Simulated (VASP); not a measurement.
All values below come from PBE GGA, VASP's PBE PAW potentials (set 64) (plane waves; VASP).

VASP ran on this input.

File KPOINTS:
```
k-points along high-symmetry lines
15
Line-mode
Reciprocal
  0.000000   0.000000   0.000000 ! GAMMA
  0.000000   0.500000   0.000000 ! X

  0.000000   0.500000   0.000000 ! X
  0.500000   0.500000   0.000000 ! M

  0.500000   0.500000   0.000000 ! M
  0.000000   0.000000   0.000000 ! GAMMA

  0.000000   0.000000   0.000000 ! GAMMA
  0.500000   0.500000   0.500000 ! R

  0.500000   0.500000   0.500000 ! R
  0.000000   0.500000   0.000000 ! X

  0.500000   0.500000   0.500000 ! R
  0.500000   0.500000   0.000000 ! M
```

### INCAR
```
# general
SYSTEM =NiAl
PREC   =Accurate
ENCUT  =520
LREAL  =.FALSE.
LASPH  =.TRUE.   # aspherical one-centre terms
ICHARG =11

# electronic loop
EDIFF  =1E-7   # SCF stop (eV)
NELM   =100   # most electronic steps
ALGO   =Normal
LMAXMIX=4   # l cut-off of mixed one-centre charges

# smearing
ISMEAR =0   # Gaussian
SIGMA  =0.05

# functional
GGA    =PE

# output
LWAVE  =.FALSE.
LCHARG =.FALSE.
LORBIT =11
```

**POSCAR**
```
NiAl
1
    2.8944463486     0.0000000000    -0.0000000000
   -0.0000000000     2.8944463486    -0.0000000000
    0.0000000000     0.0000000000     2.8944463486
Al Ni
1 1
Direct
  0.5000000000   0.5000000000   0.5000000000
  0.0000000000   0.0000000000   0.0000000000
```

POTCAR, in this order: Al Ni (PBE.64 set). Program: vasp_std. Read from the step before: CHGCAR.

Output

### OSZICAR
```
       N       E                     dE             d eps       ncg     rms          rms(c)
DAV:   1     0.416878832875E+02    0.41688E+02   -0.58424E+03  1824   0.139E+03
DAV:   2    -0.835537279886E+01   -0.50043E+02   -0.46641E+02  1812   0.208E+02
DAV:   3    -0.944040494347E+01   -0.10850E+01   -0.10781E+01  2284   0.399E+01
DAV:   4    -0.945533827690E+01   -0.14933E-01   -0.14929E-01  2282   0.399E+00
DAV:   5    -0.945572228404E+01   -0.38401E-03   -0.38399E-03  2166   0.600E-01
DAV:   6    -0.945574167729E+01   -0.19393E-04   -0.19393E-04  2480   0.114E-01
DAV:   7    -0.945574205187E+01   -0.37458E-06   -0.37580E-06  2158   0.127E-02
DAV:   8    -0.945574206892E+01   -0.17045E-07   -0.17585E-07  1772   0.216E-03
   1 F= -.94557421E+01 E0= -.94554781E+01  d E =-.528007E-03
```

### OUTCAR
```
 val. band max:       10.8178624249   @ k =   0.4286   0.5000   0.4286

 cond. band min:      10.8592927741   @ k =   0.2500   0.2500   0.0000



 k-point     1 :       0.0000    0.0000    0.0000
  band No.  band energies     occupation
      1      -1.1937      2.00000
      2       6.6843      2.00000
      3       6.6843      2.00000
      4       8.3314      2.00000
      5       8.3314      2.00000
      6       8.3314      2.00000
      7      15.2831      0.00000
      8      15.2831      0.00000
      9      15.2831      0.00000
     10      17.9224      0.00000

 k-point     2 :       0.0000    0.0357    0.0000
  band No.  band energies     occupation
      1      -1.1704      2.00000
      2       6.6828      2.00000
      3       6.6897      2.00000
      4       8.3212      2.00000
      5       8.3212      2.00000
      6       8.3325      2.00000
      7      14.9837      0.00000
      8      15.3141      0.00000
      9      15.3141      0.00000
     10      17.9240      0.00000

 k-point     3 :       0.0000    0.0714    0.0000
  band No.  band energies     occupation
      1      -1.1006      2.00000
      2       6.6769      2.00000
      3       6.7059      2.00000
      4       8.2913      2.00000
      5       8.2913      2.00000
      6       8.3356      2.00000
      7      14.3155      0.00000
      8      15.4061      0.00000
      9      15.4061      0.00000
     10      17.9291      0.00000

 k-point     4 :       0.0000    0.1071    0.0000
  band No.  band energies     occupation
      1      -0.9846      2.00000
      2       6.6622      2.00000
      3       6.7321      2.00000
      4       8.2441      2.00000
      5       8.2441      2.00000
      6       8.3407      2.00000
      7      13.5298      0.00000
      8      15.5572      0.00000
      9      15.5572      0.00000
     10      17.9373      0.00000

 k-point     5 :       0.0000    0.1429    0.0000
  band No.  band energies     occupation
...
```

The density is held fixed in this step, so its total energy and stress have no physical meaning.

The compound is NiAl in the CsCl type structure. It was relaxed first. The run is not spin-polarised, so no magnetic state was tried. The electron count is odd and the run is not spin-polarised, which forces a metal.
